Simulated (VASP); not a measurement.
Given:

```
CELL_PARAMETERS angstrom
      1.56509    -2.71082     0.00000
      1.56509     2.71082     0.00000
      0.00000     0.00000     5.01173
ATOMIC_POSITIONS crystal
  Al 0.66667 0.33333 0.50005
  Al 0.33333 0.66667 0.00005
  N  0.66667 0.33333 0.88195
  N  0.33333 0.66667 0.38195
```

The numbers are results of PBE GGA, VASP's PBE PAW potentials (set 64) (plane waves; VASP 6.6.1), not measurements. Numerical set-up: 650 eV cut-off, 7×7×4 Γ-centred mesh, Gaussian smearing of 0.050 eV, potentials Al N.

Problem. Give the elastic stiffness tensor with the ions relaxed (GPa, in the frame of the cell).

Solution. 
```
      xx    yy    zz   yz   xz   xy
--  ----  ----  ----  ---  ---  ---
xx   375   128  98.2  0.0  0.0  0.0
yy   128   375  98.2  0.0  0.0  0.0
zz  98.2  98.2   353  0.0  0.0  0.0
yz   0.0   0.0   0.0  112  0.0  0.0
xz   0.0   0.0   0.0  0.0  112  0.0
xy   0.0   0.0   0.0  0.0  0.0  123
```

Problem. What does the run give for the Hill bulk modulus, Hill shear modulus, Young's modulus, Poisson's ratio?

Solution. 
The Hill bulk modulus is 194 GPa, the Hill shear modulus is 121 GPa and the Young's modulus is 301 GPa. The Poisson's ratio comes out as 0.242.

Measured: C11 410 GPa (computed value off by -8.7 %), C12 148 GPa (computed value off by -13.8 %), C13 98.9 GPa (computed value off by -0.7 %), C33 388 GPa (computed value off by -9.1 %), C44 125 GPa (computed value off by -9.7 %), as given by Oses et al., (2018), arXiv:1811.08464. The calculation is for a static lattice, while the measured C11, C12, C13, C33, C44 hold thermal and zero-point effects, which are part of the difference.

The compound is AlN in the wurtzite structure. It was relaxed first.
